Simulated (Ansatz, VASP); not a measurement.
## InSe in two plane-wave programs

Wanted: the spread between two codes on one cell, functional and k mesh. The cell is taken from a series of runs on this material, whose earlier steps may have relaxed, scaled, displaced or heated it; both programs get it as it stands.

Calculated with Ansatz 0.2.0; plane waves, with VASP 6.6.1 beside it; PBEsol.

## 1. The structure

The cell holds 4 atoms: 2 In and 2 Se. Cell: a = 3.996 Å, b = 3.966 Å, c = 34.100 Å, α = 90.0°, β = 90.0°, γ = 120.2°. Vacuum lies along c.

## 2. Ansatz: zone-centre phonons, PBEsol

Ansatz runs on its PAW soft_1 files.

Second derivatives magnify differences that forces hide, and they need a tight electronic threshold.

input.yaml

```yaml
crystal:
  lattice:
    - [3.9960860633, 0.0, 0.0]
    - [-1.9980430317, 3.4261049261, 0.0]
    - [0.0, 0.0, 34.09996]
  atoms:
    - { symbol: In, position: [0.3326932941, 0.6653865882, 0.3632279201] }
    - { symbol: In, position: [0.3326932941, 0.6653865882, 0.281934127] }
    - { symbol: Se, position: [0.6673067059, 0.3346134118, 0.4011808051] }
    - { symbol: Se, position: [0.6673067059, 0.3346134118, 0.243981242] }
  periodic: [true, true, false]
kpoints:
  mp_grid: { grid: [9, 9, 1] }
hamiltonian:
  xc: pbesol
  pseudopotentials: { kind: paw, azcp: { folder: soft_1 }, xc_functional: pbe }
scf:
  occupations: { method: fixed }
output:
  eigenvalues: true
phonons:
  method: dfpt
```

Launch:

```console
$ ansatz run input.yaml --threads 4 --pin off --max-ram 16384MiB --backend cpu --events-out ev --progress --plain --runs-dir out
```

Numbers of over 12 decimals in the logs are rounded to 6 here.

The log of the run:

```text
Warning: crystal.symmetry: narrowed to the stabiliser of the run's FFT grids — unitary ops 4 → 2. A phonons.method: dfpt run fills in the rows of the dynamical matrix that it does not solve by its symmetry operations, which is exact only for operations that map its FFT grids onto themselves: filled in by any other, the frequencies could depend on the order in which like atoms are typed, or, by more than the grids' own error, on where the crystal sits among the grids' points. Excluded: 2 operations. The run can therefore solve more perturbations, solve them on more k-points, or both, and cost more. [rest of the remark cut]
Engine: ansatz 0.2.0, aarch64-unknown-linux-gnu
Pseudopotentials: kind: paw
Pseudopotential: In, paw, valence charge 13, recommended cutoff 420 eV (normal), soft_1/In.paw.azcp
Pseudopotential: Se, paw, valence charge 16, recommended cutoff 420 eV (normal), soft_1/Se.paw.azcp
Functional definition: PBEsol
  exchange = pbesol_x
  correlation = pbesol_c
Crystal: 4 atoms, lattice volume = 466.863 Å³
Basis set: ecut = 420 eV, 9233 PW (Γ), exchange–correlation on 54×54×480 points (8 copies of the dense FFT grid, shifted against one another)
Bands: 35, of which v1, the nominal top of the filled ones, is band 29 counted from 1 (28 counted from 0)
Symmetry: 4 space group operations
k-points: 25 of 81 (irreducible under 2 space group operations, time reversal used)
Non-local potential: In, projectors of the file, l = 0: 2, l = 1: 2, l = 2: 2, l = 3: 1
Non-local potential: Se, projectors of the file, l = 0: 2, l = 1: 2, l = 2: 3, l = 3: 1
PAW form: soft (Blöchl's): semilocal exchange-correlation on the pseudo side does not see the compensation charge
PAW frozen core: In, regenerated for the run's functional, and the local potential with it (the file was generated under x = pbe(κ = 0.804, μ = 0.219515), c = pbe(β = 0.066725))
PAW frozen core: Se, regenerated for the run's functional, and the local potential with it (the file was generated under x = pbe(κ = 0.804, μ = 0.219515), c = pbe(β = 0.066725))
PAW one-centre angular grid: In, 590 points (default); XC on 64 Gauss nodes
PAW one-centre angular grid: Se, 590 points (default); XC on 64 Gauss nodes
Initial density: superposition of atomic densities (neutral atoms: chi_scale 0, normalization atom)
Initial wavefunctions: pseudopotential atomic-orbital guess
Functional: x = pbesol(κ = 0.804, μ = 0.123457), c = pbesol(β = 0.046)
iter 1 solved again at ethr=2.97e-3 eV; its pass at ethr=3.10e-3 eV (dr2=1.72e0 eV) is discarded
SCF iter   1: F=—  HF=-21901.726272 eV  |F-HF|=—  |Δ(HF+E_count)|=         —  Δρ=1.44e-2  dr2=1.74e0  ethr=2.97e-3  ⟨swp⟩=1.0  Hψ=4672  notcnv=0  defer=85
preconditioner: auto → Resta (q_TF=auto, 1.927 Å⁻¹)  ε∞=1.6  [insulator: Δε(μ)=1.817 eV  Ē_g=13.611 eV  n_scr=62 (ndim 8)  ℏωp=10.6 eV  f_vac=0.732  ε∞_Penn≈1.6  vacuum switching on, ρ_ref=1.3e-2 e/Å³]
SCF iter   2: F=—  HF=-21901.351392 eV  |F-HF|=—  |Δ(HF+E_count)|=   3.75e-1  Δρ=7.44e-3  dr2=5.94e-1  ethr=2.97e-3  ⟨swp⟩=4.6  Hψ=1721  notcnv=0  defer=100
SCF iter   3: F=—  HF=-21901.276080 eV  |F-HF|=—  |Δ(HF+E_count)|=   7.53e-2  Δρ=4.19e-3  dr2=1.58e-1  ethr=1.02e-3  ⟨swp⟩=4.5  Hψ=1793  notcnv=0  defer=100
SCF iter   4: F=—  HF=-21901.256269 eV  |F-HF|=—  |Δ(HF+E_count)|=   1.98e-2  Δρ=1.80e-3  dr2=1.93e-2  ethr=2.72e-4  ⟨swp⟩=3.4  Hψ=1209  notcnv=0  defer=100
SCF iter   5: F=—  HF=-21901.253549 eV  |F-HF|=—  |Δ(HF+E_count)|=   2.72e-3  Δρ=4.23e-4  dr2=9.07e-4  ethr=3.34e-5  ⟨swp⟩=3.1  Hψ=1394  notcnv=0  defer=100
SCF iter   6: F=—  HF=-21901.253686 eV  |F-HF|=—  |Δ(HF+E_count)|=   1.37e-4  Δρ=1.05e-4  dr2=3.60e-5  ethr=1.56e-6  ⟨swp⟩=3.3  Hψ=1990  notcnv=0  defer=100
SCF iter   7: F=—  HF=-21901.253693 eV  |F-HF|=—  |Δ(HF+E_count)|=   7.32e-6  Δρ=3.25e-5  dr2=2.97e-6  ethr=6.21e-8  ⟨swp⟩=3.1  Hψ=1788  notcnv=0  defer=100
SCF iter   8: F=—  HF=-21901.253731 eV  |F-HF|=—  |Δ(HF+E_count)|=   3.78e-5  Δρ=5.26e-6  dr2=1.84e-7  ethr=5.11e-9  ⟨swp⟩=2.8  Hψ=1720  notcnv=0  defer=99
SCF iter   9: F=—  HF=-21901.253731 eV  |F-HF|=—  |Δ(HF+E_count)|=   1.55e-7  Δρ=3.00e-6  dr2=3.69e-8  ethr=3.17e-10  ⟨swp⟩=3.0  Hψ=1976  notcnv=0  defer=99
SCF iter  10: F=—  HF=-21901.253731 eV  |F-HF|=—  |Δ(HF+E_count)|=   2.52e-9  Δρ=9.10e-7  dr2=3.54e-9  ethr=6.36e-11  ⟨swp⟩=2.8  Hψ=1746  notcnv=0  defer=99
SCF iter  11: F=—  HF=-21901.253731 eV  |F-HF|=—  |Δ(HF+E_count)|=   1.47e-9  Δρ=1.52e-7  dr2=1.54e-10  ethr=6.10e-12  ⟨swp⟩=2.9  Hψ=1912  notcnv=0  defer=99
SCF iter  12: F=-21901.253731 eV  HF=-21901.253731 eV  |F-HF|=2.26e-10  |Δ(HF+E_count)|=  2.11e-10  Δρ=5.09e-8  dr2=4.73e-11  ethr=1.00e-12  ⟨swp⟩=25.8  Hψ=7856  notcnv=0
SCF 1 converged in 12 iterations: F = -21901.253731 eV  dr2 = 4.73e-11
  greatest PAW one-centre occupation: 1.000 electrons in one spin orbital (limit 2), on the Se atom at site 2 (counted from 0), in its partial waves of l = 2
DFPT response loops at Γ: preconditioner auto → none (the input reference at scf.mixing.eps_inf says where Resta's filter doesn't serve); β = 0.50; Broyden in place of MSR1
SCF converged after 12 iterations
Free energy (F): -21901.253731 eV
Harris-Foulkes:  -21901.253731 eV  (|F-HF|=2.26e-10)
Internal energy: -21901.253731 eV  (E = F + TS)
E sigma→0 (E₀):  -21901.253731 eV
Fermi energy:    -6.032777 eV
--- Per-component energies (eV) ---
  E_band       = -1636.871015
  E_kinetic    = 658.959092
  E_local      = -140332.975225  (includes V_loc(G=0)·N_el)
  E_nonlocal   = -48.297506
  E_hartree    = 69689.070108
  E_xc         = -451.723624
  E_vxc        = -358.815794  (∫ρ·V_xc dr)
  E_paw        = -12449.071103  (= ΣΔE_a)
  E_vpaw       = -933.880245  (= ΣTr[D̂ρ^β])
  E_aug_tail   = -0.000465  (compensation charges beyond the density's cutoff)
  E_ewald      = 61030.296283
  E_core_change = 2.488711  (= ΣΔE_core)
  E_smearing   = -0.000000  (= −TS)
  E_closure    = -0.000000  (closes the sum)
  Σ components = -21901.253731   (vs F -21901.253731, Δ=0.00e0)
--- Band table (eV; the first three rows and the last of 25) ---
  k-point 0: bands = [... 25 lower, -6.3832, -6.3664, -6.3079, -6.1140, -4.3016, -3.1309, -0.8718 (-0.8718°), -0.8065 (-0.8065°), ... 2 higher]
  k-point 1: bands = [... 25 lower, -6.9784, -6.6069, -6.5101, -6.0472, -3.7104, -2.5248, -1.4507 (-1.4507°), -0.7534 (-0.7534°), ... 2 higher]
  k-point 2: bands = [... 25 lower, -7.7107, -6.9727, -6.8377, -6.0551, -3.1721, -2.9155, -1.1477 (-1.1477°), -1.0137 (-1.0137°), ... 2 higher]
  k-point 24: bands = [... 25 lower, -8.3183, -8.0294, -7.5714, -6.4624, -2.9548, -2.7978, -1.9119, -0.6033, ... 2 higher]
  ° read free of the cell's end (the report's vacuum.weakly_bound_levels)
--- Phonons (Γ-DFPT): 12 representative perturbations + reference, on 25 of 81 k-points (Σ response iterations 44) ---
  ASR residual: 7.506e-5 → 0.000e0 eV/Å²; symmetrization residual: 3.730e-5 eV/Å²
  The last average, over the group as it would stand without the narrowing to the FFT grids, took up to 3.843e-6 eV/Å² of the zone centre's force constants
  ASR residual per site (eV/Å²): 3.38e-5 3.56e-5 6.88e-5 7.51e-5
  Γ frequencies (cm⁻¹): 0.00 0.00 0.00 36.15 36.39 106.33 170.56 170.71 174.54 174.58 201.18 228.35
  non-analytic LO–TO correction: not included (Born effective charges unavailable; polar crystals: no LO–TO splitting at Γ)
```

The column dr2 measures how far the density is from self-consistency, as an energy; F and HF (Harris–Foulkes) agree once it is small.

(Continued in part 2 of 3.)

[Lines on the potential files, build, host, timing and source positions are cut from VASP's logs without a mark.]

[Logs are printed without paths, hosts, clocks, repeated set-up lines and the standing remarks that a program may print on its own settings, such as how far it seeks lower states.]

[Hosts, paths, dates, database ids (printed as entryN), source tags and the programs' standing remarks are cut or masked in the printed files.]
